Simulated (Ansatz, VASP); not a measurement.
# CuGeW (CuGeW in the AlB2 type): VASP beside Ansatz, part 2 of 2

Wanted: the spread between two codes on one cell, functional and k mesh. The cell is generated by rule, not measured, and may not be a known phase. Of the first pair: The two relaxations start from unlike cells of this crystal (the structure described is Ansatz's start), so only their ends are compared.

VASP 6.6.1 and Ansatz 0.2.0.

So far: The starting structure; Ansatz: relaxation of cell and atoms, PBEsol.

## Step 3: VASP: relaxation of cell and atoms, PBEsol

Level of this step: PBEsol; plane waves and PAW (W, Ge_d, Cu); invented cell (VASP).

Its own start cell and the same functional, mesh and smearing now go to VASP, with its own data sets.

Lines of VASP's logs that name or quote its potential files are left out, and so is its time.

Input file INCAR:

```
SYSTEM = CuGeW
PREC = Accurate
ENCUT = 600
EDIFF = 1E-07
NELM = 120
ISMEAR = 0
SIGMA = 0.1
LREAL = .FALSE.
ALGO = Normal
GGA = PS
NBANDS = 21
LASPH = .TRUE.
LORBIT = 11
LWAVE = .FALSE.
LCHARG = .FALSE.
ISIF = 3
IBRION = 2
NSW = 80
EDIFFG = -0.005
GGA_COMPAT = .FALSE.
NELMIN = 4
KPAR = 2
```

Input file POSCAR:

```
CuGeW
1.0
    4.2015747745      0.0000000000      0.0000000000
   -2.1007873872      3.6386702343      0.0000000000
    0.0000000000      0.0000000000      2.6865869288
W Ge Cu
1 1 1
Direct
    0.0000000000      0.0000000000      0.0000000000
    0.3333333333      0.6666666667      0.5000000000
    0.6666666667      0.3333333333      0.5000000000
```

Input file KPOINTS:

```
Automatic mesh
0
Gamma
6 6 6
0 0 0
```

PAW data sets: W, Ge_d and Cu (PBE family, release 64).

Launch:

```
mpirun -np 2 vasp_std
```

Numbers of over 12 decimals in the logs are rounded to 6 here.

The program printed:

```text
[banner, memory and clock lines left out]
running    2 mpi-ranks, on    1 nodes
 distrk:  each k-point on    1 cores,    2 groups
 distr:  one band on    1 cores,    1 groups

 POSCAR found type information on POSCAR W GeCu
 POSCAR found :  3 types and       3 ions
|                                                                             |
|               ----> ADVICE to this user running VASP <----                  |
|                                                                             |
|     You enforced a specific xc type in the INCAR file but a different       |
|     [... a line on the potential file left out ...]
|     I HOPE YOU KNOW WHAT YOU ARE DOING!                                     |
|                                                                             |

 LDA part: xc-table for (Slater+PW92), standard interpolation
 POSCAR, INCAR and KPOINTS ok, starting setup
 FFT: planning ... GRIDC
 FFT: planning ... GRID_SOFT
 FFT: planning ... GRID
 WAVECAR not read
 entering main loop
       N       E                     dE             d eps       ncg     rms          rms(c)
DAV:   1     0.232835533485E+03    0.23284E+03   -0.15472E+04  1285   0.372E+03
DAV:   2     0.880540565055E+01   -0.22403E+03   -0.21288E+03  1186   0.608E+02
DAV:   3    -0.235522263627E+02   -0.32358E+02   -0.30213E+02  1379   0.173E+02
DAV:   4    -0.249517634040E+02   -0.13995E+01   -0.13817E+01  1447   0.398E+01
DAV:   5    -0.249917220435E+02   -0.39959E-01   -0.39897E-01  1481   0.694E+00    0.240E+01
DAV:   6    -0.267132154877E+02   -0.17215E+01   -0.52927E+01  1457   0.199E+02    0.172E+01
DAV:   7    -0.224171902907E+02    0.42960E+01   -0.12893E+01  1375   0.934E+01    0.579E+00
DAV:   8    -0.224169248290E+02    0.26546E-03   -0.26057E+00  1838   0.400E+01    0.347E+00
DAV:   9    -0.222949180980E+02    0.12201E+00   -0.95533E-01  1578   0.269E+01    0.133E+00
DAV:  10    -0.222964160649E+02   -0.14980E-02   -0.13440E-01  1555   0.112E+01    0.663E-01
DAV:  11    -0.222893428386E+02    0.70732E-02   -0.44098E-02  1617   0.641E+00    0.166E-01
DAV:  12    -0.222893824669E+02   -0.39628E-04   -0.39387E-03  1762   0.106E+00    0.548E-02
DAV:  13    -0.222893495621E+02    0.32905E-04   -0.19576E-04  1844   0.306E-01    0.144E-02
DAV:  14    -0.222893507580E+02   -0.11959E-05   -0.16899E-05  1571   0.363E-02    0.792E-03
DAV:  15    -0.222893498576E+02    0.90044E-06   -0.26203E-06  1688   0.464E-02    0.266E-03
DAV:  16    -0.222893496737E+02    0.18392E-06   -0.53954E-07  1330   0.134E-02    0.379E-04
DAV:  17    -0.222893496627E+02    0.10947E-07   -0.95659E-08   917   0.337E-03
   1 F= -.22289350E+02 E0= -.22285109E+02  d E =-.222893E+02
 curvature:   0.00 expect dE= 0.000E+00 dE for cont linesearch  0.000E+00
 trial: gam= 0.00000 g(F)=  0.113E-46 g(S)=  0.126E-04 ort = 0.000E+00 (trialstep = 0.100E+01)
 search vector abs. value=  0.126E-04
 bond charge predicted
       N       E                     dE             d eps       ncg     rms          rms(c)
DAV:   1    -0.222894957158E+02   -0.14604E-03   -0.24982E-03  1463   0.109E+00    0.948E-02
DAV:   2    -0.222894601858E+02    0.35530E-04   -0.12109E-03  1441   0.107E+00    0.721E-02
DAV:   3    -0.222893663890E+02    0.93797E-04   -0.40631E-04  1471   0.644E-01    0.286E-02
DAV:   4    -0.222893520659E+02    0.14323E-04   -0.38594E-05  1786   0.993E-02    0.937E-03
DAV:   5    -0.222893508446E+02    0.12213E-05   -0.32461E-06  1848   0.477E-02    0.305E-03
DAV:   6    -0.222893506500E+02    0.19457E-06   -0.55063E-07  1596   0.135E-02    0.265E-03
DAV:   7    -0.222893506259E+02    0.24149E-07   -0.34862E-08   704   0.439E-03
   2 F= -.22289351E+02 E0= -.22285102E+02  d E =-.963169E-06
 trial-energy change:   -0.000001  1 .order   -0.000003   -0.000013    0.000007
 step:   0.5037(harm=  0.6398)  dis= 0.00000  next Energy=   -22.289353 (dE=-0.294E-05)
 bond charge predicted
       N       E                     dE             d eps       ncg     rms          rms(c)
DAV:   1    -0.222893877484E+02   -0.37098E-04   -0.61351E-04  1478   0.541E-01    0.472E-02
DAV:   2    -0.222893796633E+02    0.80851E-05   -0.30021E-04  1452   0.531E-01    0.360E-02
DAV:   3    -0.222893562531E+02    0.23410E-04   -0.10018E-04  1453   0.320E-01    0.142E-02
DAV:   4    -0.222893530627E+02    0.31903E-05   -0.94996E-06  1776   0.485E-02    0.463E-03
DAV:   5    -0.222893528625E+02    0.20026E-06   -0.79847E-07  1718   0.240E-02    0.153E-03
DAV:   6    -0.222893528810E+02   -0.18566E-07   -0.97328E-08   678   0.679E-03
   3 F= -.22289353E+02 E0= -.22285108E+02  d E =-.321832E-05
 curvature:  -0.27 expect dE=-0.871E-06 dE for cont linesearch -0.238E-07
 trial: gam= 0.16973 g(F)=  0.392E-45 g(S)=  0.318E-05 ort = 0.104E-05 (trialstep = 0.901E+00)
 search vector abs. value=  0.389E-05
 reached required accuracy - stopping structural energy minimisation
```

From OUTCAR (step 3):

```text
ion  position               nearest neighbor table
   1  0.000  0.000  0.000-   2 2.77   2 2.77   3 2.77   3 2.77   2 2.77   3 2.77   2 2.77   3 2.77
                             3 2.77   3 2.77   2 2.77   2 2.77
   2  0.333  0.667  0.500-   3 2.43   3 2.43   3 2.43   1 2.77   1 2.77   1 2.77   1 2.77   1 2.77
                             1 2.77
   3  0.667  0.333  0.500-   2 2.43   2 2.43   2 2.43   1 2.77   1 2.77   1 2.77   1 2.77   1 2.77
                             1 2.77

  LATTYP: Found a hexagonal cell.
 ALAT       =     4.2015747745
 C/A-ratio  =     0.6394238049

 Subroutine GETGRP returns: Found 12 space group operations
 (whereof 12 operations were pure point group operations)

The static configuration has the point symmetry D_3h.

 Found     28 irreducible k-points:

   k-points           NKPTS =     28   k-points in BZ     NKDIM =     28   number of bands    NBANDS=     21

   dimension x,y,z NGX =    36 NGY =   36 NGZ =   24
   dimension x,y,z NGXF=    72 NGYF=   72 NGZF=   48

   ENCUT  =  600.0 eV  44.10 Ry    6.64 a.u.   8.39  8.39  5.37*2*pi/ulx,y,z

   NELECT =      31.0000    total number of electrons

 k-points in reciprocal lattice and weights: Automatic mesh
   0.00000000  0.00000000  0.00000000       0.005
   0.16666667  0.00000000  0.00000000       0.028
   0.33333333 -0.00000000  0.00000000       0.028
   0.50000000 -0.00000000  0.00000000       0.014
   0.16666667  0.16666667  0.00000000       0.028
   0.33333333  0.16666667  0.00000000       0.056
   0.33333333  0.33333333  0.00000000       0.009
   0.00000000  0.00000000  0.16666667       0.009
   0.16666667  0.00000000  0.16666667       0.056
[...]
0.33333333  0.16666667  0.50000000       0.056
   0.33333333  0.33333333  0.50000000       0.009

 average (electrostatic) potential at core
       1 -36.5209       2 -70.4394       3 -63.0010

 E-fermi :   8.8644

 k-point     1 :       0.0000    0.0000    0.0000
  band No.  band energies     occupation
    ...
     11       5.5405      2.00000
     12       5.5405      2.00000
     13       5.5497      2.00000
     14       5.5497      2.00000
     15       8.7300      1.94264
     16      11.1778      0.00000
     17      11.1778      0.00000
     18      11.3712      0.00000
     19      11.3712      0.00000
     20      15.0523      0.00000
    ...

 k-point     2 :       0.1667    0.0000    0.0000
  band No.  band energies     occupation
    ...
     10       5.2477      2.00000
     11       5.5256      2.00000
     12       5.5392      2.00000
     13       5.5485      2.00000
     14       5.5578      2.00000
     15       9.6699      0.00000
     16      10.0782      0.00000
     17      10.4523      0.00000
     18      10.9276      0.00000
     19      11.1849      0.00000
    ...

 k-point     3 :       0.3333   -0.0000    0.0000
  band No.  band energies     occupation
    ...
     11       5.5184      2.00000
     12       5.5391      2.00000
     13       5.6536      2.00000
     14       5.7881      2.00000
     15       8.2409      2.00000
     16       8.9829      0.09377
     17      10.5748      0.00000
     18      11.1989      0.00000
     19      12.2388      0.00000
     20      16.2624      0.00000
    ...

  Total        0.0002433      0.0002433     -0.0140495      0.0000000      0.0000000      0.0000000
  in kB        0.0094889      0.0094889     -0.5478889      0.0000000      0.0000000      0.0000000
  external PRESSURE =      -0.1763037 kB  Pullay stress =       0.0000000 kB

  energy-cutoff  :      600.00
  volume of cell :       41.08
      direct lattice vectors                 reciprocal lattice vectors
     4.202240632  0.000000000  0.000000000     0.237968286  0.137391064  0.000000000
    -2.101120316  3.639246884 -0.000000000    -0.000000000  0.274782127  0.000000000
     0.000000000  0.000000000  2.686501114    -0.000000000  0.000000000  0.372231374

 POSITION                                       TOTAL-FORCE (eV/Angst)
 -----------------------------------------------------------------------------------
      0.00000      0.00000      0.00000        -0.000000      0.000000     -0.000000
     -0.00000      2.42616      1.34325         0.000000     -0.000000      0.000000
      2.10112      1.21308      1.34325        -0.000000     -0.000000     -0.000000
 -----------------------------------------------------------------------------------
    total drift:                               -0.000001      0.000003     -0.000000

  FREE ENERGIE OF THE ION-ELECTRON SYSTEM (eV)
  ---------------------------------------------------
  free  energy   TOTEN  =       -22.2893528810 eV

  energy  without entropy=      -22.2808640719  energy(sigma->0) =      -22.28510848

 reached required accuracy - stopping structural energy minimisation

 total charge
# of ion       s       p       d       tot
------------------------------------------
    1        0.565   0.543   4.269   5.377
    2        1.077   1.299  10.132  12.508
    3        0.454   0.521   9.164  10.139
--------------------------------------------------
tot          2.096   2.364  23.565  28.025

[... 3 further parts left out ...]
```

The data set W keeps the semicore shell frozen, which is cheaper and a little less accurate.

## Step 4: Side by side

Known differences besides the potentials themselves: the data sets hold 47 valence electrons in Ansatz (on its PAW soft_1 files) and 31 in VASP; the cutoff is 420 eV in Ansatz and 600 eV in VASP; Ansatz makes its cores anew for this functional, VASP keeps those of its PBE data sets; Ansatz adds a Pulay correction to the stress that steers its cell, VASP none. Total energies have different zeros and are not compared.

Compared:

| quantity | Ansatz | VASP | difference |
| --- | --- | --- | --- |
| volume (Å³) | 41.14 | 41.08 | +0.13 % |
| edge a after relaxation, in the typed setting (Å) | 4.198 | 4.202 | -0.10 % |
| edge c after relaxation, in the typed setting (Å) | 2.696 | 2.687 | +0.34 % |

## Step 5: VASP: zone-centre phonons, PBEsol

Second derivatives magnify differences that forces hide, and they need a tight electronic threshold.

Input file INCAR:

```
SYSTEM = CuGeW
PREC = Accurate
ENCUT = 600
EDIFF = 1E-08
NELM = 120
ISMEAR = 1
SIGMA = 0.2
LREAL = .FALSE.
ALGO = Normal
GGA = PS
NBANDS = 21
LASPH = .TRUE.
LORBIT = 11
LWAVE = .FALSE.
LCHARG = .FALSE.
ISIF = 2
IBRION = 8
GGA_COMPAT = .FALSE.
KPAR = 2
```

Input file POSCAR:

```
CuGeW
1.0
    4.2001971388      0.0000000000      0.0000000000
   -2.1000985694      3.6374774231      0.0000000000
    0.0000000000      0.0000000000      2.6953232195
W Ge Cu
1 1 1
Direct
    0.0000000000      0.0000000000      0.0000000000
    0.3333333333      0.6666666667      0.5000000000
    0.6666666667      0.3333333333      0.5000000000
```

Input file KPOINTS:

```
Automatic mesh
0
Gamma
4 4 6
0 0 0
```

Launch:

```
mpirun -np 2 vasp_std
```

The program printed:

```text
[banner, memory and clock lines left out]
running    2 mpi-ranks, on    1 nodes
[...]
[... a notice as in an earlier step ...]

 LDA part: xc-table for (Slater+PW92), standard interpolation
 POSCAR, INCAR and KPOINTS ok, starting setup
[...]
entering main loop
       N       E                     dE             d eps       ncg     rms          rms(c)
DAV:   1     0.239490286942E+03    0.23949E+03   -0.15927E+04   739   0.368E+03
DAV:   2     0.940068614875E+01   -0.23009E+03   -0.22029E+03   677   0.637E+02
DAV:   3    -0.234915018523E+02   -0.32892E+02   -0.30502E+02   787   0.172E+02
DAV:   4    -0.249189599696E+02   -0.14275E+01   -0.13926E+01   803   0.398E+01
[...]
DAV:  15    -0.222598019955E+02    0.97056E-06   -0.45720E-06  1036   0.575E-02    0.102E-03
DAV:  16    -0.222598019784E+02    0.17155E-07   -0.59840E-07   814   0.560E-03    0.104E-03
DAV:  17    -0.222598019689E+02    0.94142E-08   -0.75781E-09   514   0.210E-03
   1 F= -.22259802E+02 E0= -.22259209E+02  d E =-.177784E-02
[...]
RMM:  12    -0.244943885246E+00    0.68106E-07   -0.64739E-10  3479   0.451E-05    0.331E-06
RMM:  13    -0.244943857714E+00    0.27532E-07   -0.55669E-10  3569   0.295E-05    0.759E-07
RMM:  14    -0.244943849589E+00    0.81255E-08   -0.53956E-10  2882   0.237E-05    0.331E-07
 first order change of Fermi-energy   0.67996E-04
 force on displaced ion       3 direction 1 :  -8.743   0.001   0.000
 Linear response progress:
  Degree of freedom:   6/  6
       N       E                     dE             d eps       ncg     rms          rms(c)
RMM:   1    -0.238018296895E+00   -0.23802E+00   -0.13325E-01  1348   0.379E+00
RMM:   2    -0.235499281904E+00    0.25190E-02   -0.85440E-03  1350   0.111E+00    0.148E-01
RMM:   3    -0.235684308332E+00   -0.18503E-03   -0.11392E-03  1501   0.210E-01    0.894E-02
RMM:   4    -0.235733536919E+00   -0.49229E-04   -0.59696E-04  1529   0.146E-01    0.150E-02
[...]
RMM:  13    -0.235674011394E+00    0.19037E-07    0.68899E-10  1534   0.208E-05    0.121E-06
RMM:  14    -0.235673990555E+00    0.20839E-07    0.65913E-10  1276   0.174E-05    0.284E-07
RMM:  15    -0.235673995026E+00   -0.44708E-08    0.48302E-10   901   0.161E-05    0.486E-08
 first order change of Fermi-energy   0.60114E-03
 force on displaced ion       3 direction 3 :  -0.000   0.000  -2.651
 Linear response finished
```

From OUTCAR (step 5):

```text
  Total        0.1010543      0.1010543     -0.4506939      0.0000000     -0.0000000      0.0000000
  in kB        3.9317364      3.9317364    -17.5352294      0.0000000     -0.0000000      0.0000000
  external PRESSURE =      -3.2239189 kB  Pullay stress =       0.0000000 kB

 POSITION                                       TOTAL-FORCE (eV/Angst)
 -----------------------------------------------------------------------------------
      0.00000      0.00000      0.00000         0.000000     -0.000000      0.000000
     -0.00000      2.42498      1.34766        -0.000000     -0.000000      0.000000
      2.10010      1.21249      1.34766         0.000000      0.000000      0.000000
 -----------------------------------------------------------------------------------
    total drift:                               -0.000001      0.000001     -0.000000

[... 2 further parts left out ...]
```

## Step 6: Ansatz: zone-centre phonons, PBEsol

The same cell, functional, mesh and smearing now go to Ansatz, which takes its cutoff from its data sets.

The cell is taken from a series of runs on this material, whose earlier steps may have relaxed, scaled, displaced or heated it; both programs get it as it stands.

Input file input.yaml:

```yaml
crystal:
  lattice:
    - [4.2001971388, 0.0, 0.0]
    - [-2.1000985694, 3.6374774231, 0.0]
    - [0.0, 0.0, 2.6953232195]
  atoms:
    - { symbol: W, position: [0.0, 0.0, 0.0] }
    - { symbol: Ge, position: [0.3333333333, 0.6666666667, 0.5] }
    - { symbol: Cu, position: [0.6666666667, 0.3333333333, 0.5] }
kpoints:
  mp_grid: { grid: [4, 4, 6] }
hamiltonian:
  xc: pbesol
  pseudopotentials: { kind: paw, azcp: { folder: soft_1 }, xc_functional: pbe }
scf:
  occupations: { method: methfessel_paxton, width: 0.2 }
output:
  eigenvalues: true
phonons:
  method: dfpt
  qmesh: [2, 2, 2]
  temperatures: { t_max: 1000, t_step: 50 }
  qpath:
    path:
      - [[0.0, 0.0, 0.0], [0.5, 0.0, 0.0], [0.33333333, 0.33333333, 0.0], [0.0, 0.0, 0.0], [0.0, 0.0, 0.5], [0.5, 0.0, 0.5], [0.33333333, 0.33333333, 0.5], [0.0, 0.0, 0.5]]
      - [[0.5, 0.0, 0.5], [0.5, 0.0, 0.0]]
      - [[0.33333333, 0.33333333, 0.5], [0.33333333, 0.33333333, 0.0]]
    npoints: 10
```

Launch:

```
ansatz run input.yaml --threads 4 --pin off --max-ram 12288MiB --backend cpu --events-out ev --progress --plain --runs-dir out
```

The program printed:

```text
[...]
Crystal: 3 atoms, lattice volume = 41.179 Å³
Basis set: ecut = 420 eV, 795 PW (Γ), exchange–correlation on 60×60×40 points (8 copies of the dense FFT grid, shifted against one another)
Bands: 29, of which v1, the nominal top of the filled ones, is band 24 counted from 1 (23 counted from 0)
Symmetry: 12 space group operations
k-points: 16 of 96 (time reversal used)
[...]
largest difference from the sums on the solved wave vectors: F 1.95e-1 eV, S 2.64e-4 and C_V 6.90e-5 eV/K
  zero-point energy: 0.080007 eV/cell   skipped modes (ω ≤ 0): 162, of them read as no rigid motion or as one in doubt: 159 (3.251e-1 modes/cell left out, lowest -77.98 cm⁻¹)   left out of the sums: 3.62e-2 of the cell's modes: C_V's classical limit lies that fraction below 3 k_B per atom; for a crystal, a wire or a layer, F and S can be off by more, and a phonons.interpolated_qmesh denser along its periods is the remedy for the sampling
[key lines of the parts left out:]
SCF converged after 11 iterations
Free energy (F): -21099.011527 eV
Fermi energy:    19.012355 eV
```

## Step 7: Comparison

What differs besides the data sets and the points named for the pairs above, as far as they apply: VASP's run holds the zone centre alone; the data sets hold 47 valence electrons in Ansatz (on its PAW soft_1 files) and 31 in VASP. Total energies have different zeros and are not compared.

Both answers:

| quantity | Ansatz | VASP | difference |
| --- | --- | --- | --- |
| optical mode 1 (cm⁻¹) | 93.6 | 92.2 | +1.48 % |
| optical mode 2 (cm⁻¹) | 124.1 | 123.1 | +0.84 % |
| optical mode 3 to 4 (cm⁻¹) | 166.0 | 165.8 | +0.12 % |
| optical mode 5 to 6 (cm⁻¹) | 241.2 | 241.9 | -0.30 % |

Modes are paired by rising frequency, not by their patterns, so a pair may set unlike modes beside each other; they are those without the splitting of longitudinal modes.

## Step 8: Results

| Property | Result |
| --- | --- |
| difference in edge c after relaxation, in the typed setting (relaxation of cell and atoms, PBEsol) | 0.34 % |
| r.m.s. difference of the optical zone-centre modes, each program's sorted by frequency (zone-centre phonons, PBEsol) | 0.82 cm⁻¹ |
| difference in optical mode 1 (zone-centre phonons, PBEsol) | +1.5 % |

What this shows: The difference in edge c after relaxation, in the typed setting is 0.34 % (relaxation of cell and atoms, PBEsol), within the 1.2 % picked in this series as the mark of a large difference, as far as the stopping tolerances let one tell. The data sets hold unlike numbers of valence electrons (47 in Ansatz and 31 in VASP), so part of the differences may come from the potentials. Among the rows given in per cent, the largest difference of the zone-centre phonons, PBEsol pair is in optical mode 1, +1.5 %. Such differences can come from data sets, numerical settings and the points named under the comparisons, not from the functional's error against experiment.

[Lines on the potential files, build, host, timing and source positions are cut from VASP's logs without a mark.]

[Logs are printed without paths, hosts, clocks, repeated set-up lines and the standing remarks that a program may print on its own settings, such as how far it seeks lower states.]

[Hosts, paths, dates, database ids (printed as entryN), source tags and the programs' standing remarks are cut or masked in the printed files.]
